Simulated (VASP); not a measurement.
# Zr3PdSe4 (P6_3/mmc) in VASP: density of states with PBE

Aim: the density of states of Zr3PdSe4 with PBE.

All numbers are computed with VASP 6.6.1; they aren't measurements. Logs are shortened: lines on timing, memory, paths and dates and some standing lists are left out, and cuts for length are marked.

**1. The crystal as given**

The structure is hexagonal, space group P6_3/mmc (No. 194). The conventional cell has a = 7.230 Å, b = 7.230 Å, c = 7.164 Å, α = 90.00°, β = 90.00°, γ = 120.00°. Around Zr (site symmetry 2/m) lie 6 Se at 2.75 Å. Pd (site symmetry -3m) is surrounded by 6 Se at 2.76 Å. Around Se (site symmetry -6m2) lie 6 Zr at 2.75 Å. Se (site symmetry mm2) is surrounded by 4 Zr at 2.75 Å and 2 Pd at 2.76 Å.

The cell was built by a generator and needn't be a form met in nature.

**2. Density of states, PBE**

File POSCAR:

```
Zr3PdSe4
1.0
    7.2296600000      0.0000000000      0.0000000000
   -3.6148300000      6.2610700000      0.0000000000
    0.0000000000      0.0000000000      7.1644600000
Zr Pd Se
6 2 8
Direct
    0.5000000000      0.5000000000      0.0000000000
    0.5000000000      0.5000000000      0.5000000000
    0.0000000000      0.5000000000      0.5000000000
    0.0000000000      0.5000000000      0.0000000000
    0.5000000000      0.0000000000      0.0000000000
    0.5000000000      0.0000000000      0.5000000000
    0.0000000000      0.0000000000      0.5000000000
    0.0000000000      0.0000000000      0.0000000000
    0.3333330000      0.6666670000      0.7500000000
    0.1675360000      0.8324640000      0.2500000000
    0.8324640000      0.1675360000      0.7500000000
    0.1675360000      0.3350720000      0.2500000000
    0.8324640000      0.6649280000      0.7500000000
    0.6649280000      0.8324640000      0.2500000000
    0.3350720000      0.1675360000      0.7500000000
    0.6666670000      0.3333330000      0.2500000000
```

File INCAR.step1:

```
PREC     = Accurate       # precision mode
ENCUT    = 520            # plane-wave cutoff, eV
EDIFF    = 1E-6           # SCF threshold, eV
ISMEAR   = 0              # smearing method
SIGMA    = 0.1            # smearing width, eV
LREAL    = False          # projectors in reciprocal space
LASPH    = True           # aspherical terms in the spheres
NELM     = 100            # most SCF steps
ALGO     = Normal         # electronic algorithm
ISIF     = 2              # what is computed and relaxed
LWAVE    = False          # write WAVECAR
LCHARG   = True           # write CHGCAR
LMAXMIX  = 4              # l up to which the mixer works
GGA      = PE             # functional
KPAR     = 8
```

File KPOINTS.step1:

```
Automatic mesh
0
Gamma
  6 6 4
```

File INCAR.step2:

```
PREC     = Accurate       # precision mode
ENCUT    = 520            # plane-wave cutoff, eV
EDIFF    = 1E-6           # SCF threshold, eV
ISMEAR   = -5             # smearing method
SIGMA    = 0.1            # smearing width, eV
LREAL    = False          # projectors in reciprocal space
LASPH    = True           # aspherical terms in the spheres
NELM     = 100            # most SCF steps
ALGO     = Normal         # electronic algorithm
ISIF     = 2              # what is computed and relaxed
LWAVE    = False          # write WAVECAR
LCHARG   = False          # write CHGCAR
LMAXMIX  = 4              # l up to which the mixer works
GGA      = PE             # functional
LORBIT   = 11             # projections on sites
KPAR     = 8            
NEDOS    = 2001           # points of the DOS
ICHARG   = 11             # starting density
```

File KPOINTS.step2:

```
Automatic mesh
0
Gamma
  9 9 6
```

Potentials or basis: VASP PAW PBE potentials, release 64 (Zr_sv, Pd, Se).

Command:

```bash
$ cat potpaw_PBE.64/Zr_sv/POTCAR potpaw_PBE.64/Pd/POTCAR potpaw_PBE.64/Se/POTCAR > POTCAR
$ cp INCAR.step1 INCAR
$ cp KPOINTS.step1 KPOINTS
$ mpirun -np 8 vasp_std > vasp.out
$ cp INCAR.step2 INCAR
$ cp KPOINTS.step2 KPOINTS
$ mpirun -np 8 vasp_std > vasp.out
```

OUTCAR:

```text
PREC = Accurate
   ENCUT = 520
   EDIFF = 1E-6
   ISMEAR = -5
   LREAL = False
   LASPH = True
   NELM = 100
   ISIF = 2
   GGA = PE
   LORBIT = 11
   ICHARG = 11

 ion  position               nearest neighbor table
   1  0.500  0.500  0.000-  12 2.75  13 2.75  14 2.75  15 2.75   9 2.75  16 2.75   2 3.58   2 3.58
                             4 3.61   4 3.61   5 3.61   5 3.61   8 3.61   8 3.61
   2  0.500  0.500  0.500-  12 2.75  13 2.75  14 2.75  15 2.75   9 2.75  16 2.75   1 3.58   1 3.58
                             3 3.61   3 3.61   6 3.61   6 3.61   7 3.61   7 3.61
   3  0.000  0.500  0.500-  12 2.75  13 2.75  10 2.75  11 2.75   9 2.75  16 2.75   4 3.58   4 3.58
                             2 3.61   2 3.61   6 3.61   7 3.61   7 3.61   6 3.61
   4  0.000  0.500  0.000-  12 2.75  13 2.75  10 2.75  11 2.75   9 2.75  16 2.75   3 3.58   3 3.58
                             1 3.61   1 3.61   5 3.61   8 3.61   8 3.61   5 3.61
   5  0.500  0.000  0.000-  10 2.75  11 2.75  14 2.75  15 2.75   9 2.75  16 2.75   6 3.58   6 3.58
                             8 3.61   8 3.61   1 3.61   1 3.61   4 3.61   4 3.61
   6  0.500  0.000  0.500-  10 2.75  11 2.75  14 2.75  15 2.75   9 2.75  16 2.75   5 3.58   5 3.58
                             7 3.61   7 3.61   2 3.61   2 3.61   3 3.61   3 3.61
   7  0.000  0.000  0.500-  10 2.76  11 2.76  14 2.76  15 2.76  12 2.76  13 2.76   6 3.61   6 3.61
                             2 3.61   3 3.61   3 3.61   2 3.61
   8  0.000  0.000  0.000-  10 2.76  11 2.76  14 2.76  15 2.76  12 2.76  13 2.76   5 3.61   5 3.61
                             1 3.61   4 3.61   4 3.61   1 3.61
   9  0.333  0.667  0.750-   3 2.75   4 2.75   5 2.75   6 2.75   1 2.75   2 2.75
  10  0.168  0.832  0.250-   5 2.75   6 2.75   3 2.75   4 2.75   7 2.76   8 2.76
  11  0.832  0.168  0.750-   5 2.75   6 2.75   3 2.75   4 2.75   7 2.76   8 2.76
  12  0.168  0.335  0.250-   1 2.75   2 2.75   3 2.75   4 2.75   7 2.76   8 2.76
  13  0.832  0.665  0.750-   1 2.75   2 2.75   3 2.75   4 2.75   7 2.76   8 2.76
  14  0.665  0.832  0.250-   5 2.75   6 2.75   1 2.75   2 2.75   7 2.76   8 2.76
  15  0.335  0.168  0.750-   5 2.75   6 2.75   1 2.75   2 2.75   7 2.76   8 2.76
  16  0.667  0.333  0.250-   3 2.75   4 2.75   5 2.75   6 2.75   1 2.75   2 2.75

  LATTYP: Found a hexagonal cell.
 ALAT       =     7.2296600000
 C/A-ratio  =     0.9909815953

  Lattice vectors:

 A1 = (   7.2296600000,   0.0000000000,   0.0000000000)
 A2 = (  -3.6148300000,   6.2610700000,   0.0000000000)
 A3 = (   0.0000000000,   0.0000000000,   7.1644600000)

Analysis of symmetry for initial positions (statically):
=====================================================================
 Subroutine PRICEL returns:
 Original cell was already a primitive cell.

 Routine SETGRP: Setting up the symmetry group for a
 hexagonal supercell.

 Subroutine GETGRP returns: Found 24 space group operations
 (whereof 12 operations were pure point group operations)
 out of a pool of 24 trial point group operations.

[... 172 lines left out ...]
   LHFCALC =     F    Hartree Fock is set to
   AEXX    =    0.0000 exact exchange contribution
   IVDW    =     0    specifies the selected vdW correction
   LEPSILON=     F    determine dielectric tensor
   LRPA    =     F    only Hartree local field effects (RPA)
 non-spin polarized calculation
 Fermi weights with tetrahedron method with Bloechl corrections
  energy-cutoff  :      520.00
  volume of cell :      324.30
 maximum number of plane-waves:      8798
 NGX is ok and might be reduce to    54

 number of electron     140.0000007 magnetization

 Free energy of the ion-electron system (eV)
  ---------------------------------------------------
  ext. energy  EPLUGINS =         0.00000000
  ---------------------------------------------------
  free energy    TOTEN  =      -105.85888768 eV

  energy without entropy =     -105.85888768  energy(sigma->0) =     -105.85888768

 E-fermi :   8.1497     XC(G=0): -10.9866

 val. band max:        8.1676979380   @ k =   0.4444   0.1111   0.3333
 cond. band min:       8.1109818164   @ k =   0.3333   0.0000   0.3333
 fundamental gap:     -0.0567161216
 Fermi energy:         8.1497319489

 k-point     1 :       0.0000    0.0000    0.0000
  band No.  band energies     occupation
      1     -41.4129      2.00000
      2     -41.3993      2.00000
      3     -41.3960      2.00000
      4     -41.3959      2.00000
      5     -41.3830      2.00000
      6     -41.3830      2.00000
[... 2029 lines left out ...]
     81      10.0019      0.00000
     82      10.0044      0.00000

 [... further k-points ...]

 [bands above 82 left out]

------------------------ aborting loop because EDIFF is reached ----------------------------------------

  FORCE on cell =-STRESS in cart. coord.  units (eV):
  Direction    XX          YY          ZZ          XY          YZ          ZX
  --------------------------------------------------------------------------------------
  -------------------------------------------------------------------------------------
  Total       -0.4257393     -0.4257394      0.2103029      0.0000000      0.0000000      0.0000000
  in kB       -2.1033153     -2.1033159      1.0389769      0.0000000      0.0000000      0.0000000
  external PRESSURE =      -1.0558848 kB  Pullay stress =       0.0000000 kB

 VOLUME and BASIS-vectors are now :
 -----------------------------------------------------------------------------
  energy-cutoff  :      520.00
  volume of cell :      324.30
      direct lattice vectors                 reciprocal lattice vectors
     7.229660000  0.000000000  0.000000000     0.138319091  0.079858555  0.000000000
    -3.614830000  6.261070000  0.000000000     0.000000000  0.159717109  0.000000000
     0.000000000  0.000000000  7.164460000     0.000000000  0.000000000  0.139577861

 POSITION                                       TOTAL-FORCE (eV/Angst)
 -----------------------------------------------------------------------------------
      1.80741      3.13054      0.00000        -0.000000      0.000000     -0.000000
      1.80741      3.13054      3.58223        -0.000000      0.000000     -0.000000
     -1.80741      3.13054      3.58223        -0.000000      0.000000     -0.000000
     -1.80741      3.13054      0.00000        -0.000000      0.000000     -0.000000
      3.61483      0.00000      0.00000        -0.000000      0.000000     -0.000000
      3.61483      0.00000      3.58223        -0.000000      0.000000     -0.000000
[... 8 lines left out ...]
      1.81684      1.04895      5.37335        -0.014370     -0.008296      0.000000
      3.61483      2.08702      1.79112         0.000000     -0.000000     -0.000000
 -----------------------------------------------------------------------------------
    total drift:                                0.000000     -0.000000     -0.000000

  FREE ENERGIE OF THE ION-ELECTRON SYSTEM (eV)
  ---------------------------------------------------
  free  energy   TOTEN  =      -105.8588876792 eV

  energy  without entropy=     -105.8588876792  energy(sigma->0) =     -105.85888768

 total charge

# of ion       s       p       d       tot
------------------------------------------
    1        2.135   5.970   1.655   9.760
    2        2.135   5.970   1.655   9.760
    3        2.135   5.970   1.655   9.760
    4        2.135   5.970   1.655   9.760
    5        2.135   5.970   1.655   9.760
    6        2.135   5.970   1.655   9.760
[... 8 lines left out ...]
   15        1.444   2.394   0.063   3.901
   16        1.428   2.451   0.077   3.956
--------------------------------------------------
tot         24.935  55.706  27.783 108.424
```

OUTCAR.step1:

```text
PREC = Accurate
   ENCUT = 520
   EDIFF = 1E-6
   ISMEAR = 0
   LREAL = False
[... 2061 lines left out ...]
      3.61483      0.00000      0.00000         0.000000      0.000000     -0.000000
      3.61483      0.00000      3.58223         0.000000      0.000000     -0.000000
[... 8 lines left out ...]
      1.81684      1.04895      5.37335        -0.000519     -0.000300      0.000000
      3.61483      2.08702      1.79112         0.000000     -0.000000      0.000000
 -----------------------------------------------------------------------------------
    total drift:                                0.000000     -0.000000      0.000000

  FREE ENERGIE OF THE ION-ELECTRON SYSTEM (eV)
  ---------------------------------------------------
  free  energy   TOTEN  =      -105.8959804131 eV

  energy  without entropy=     -105.8205795309  energy(sigma->0) =     -105.85827997
```

Wall time 6.9 min (8 MPI ranks of Intel Xeon Platinum 8488C (Sapphire Rapids), shared host); peak memory 1.1 GiB.

What came out:

```
Valence electrons inside the program's atomic spheres : Zr 9.76; Pd 9.27; Se 3.96, 3.90
```

States per cell in windows of 1 eV (zero at the Fermi level; states under -8 eV left out):
```tsv
from (eV)	total	Pd7_d	Pd8_d	Zr1_d	Zr2_d	Zr3_d	Zr4_d
-8.0	0.00	0.00	0.00	0.00	0.00	0.00	0.00
-7.0	3.76	0.04	0.04	0.04	0.04	0.04	0.04
-6.0	11.83	0.23	0.23	0.14	0.14	0.14	0.14
-5.0	17.52	0.84	0.84	0.27	0.27	0.27	0.27
-4.0	12.91	0.95	0.95	0.24	0.24	0.24	0.24
-3.0	11.07	3.33	3.33	0.12	0.12	0.12	0.12
-2.0	8.00	2.15	2.15	0.17	0.17	0.17	0.17
-1.0	11.90	1.33	1.33	0.66	0.66	0.66	0.66
0.0	7.37	0.34	0.34	0.59	0.59	0.59	0.59
1.0	14.61	0.26	0.26	1.42	1.42	1.42	1.42
2.0	5.88	0.03	0.03	0.59	0.59	0.59	0.59
3.0	0.00	0.00	0.00	0.00	0.00	0.00	0.00
4.0	0.00	0.00	0.00	0.00	0.00	0.00	0.00
```

Caveat: tetrahedron occupations give inexact forces and stress in metals.
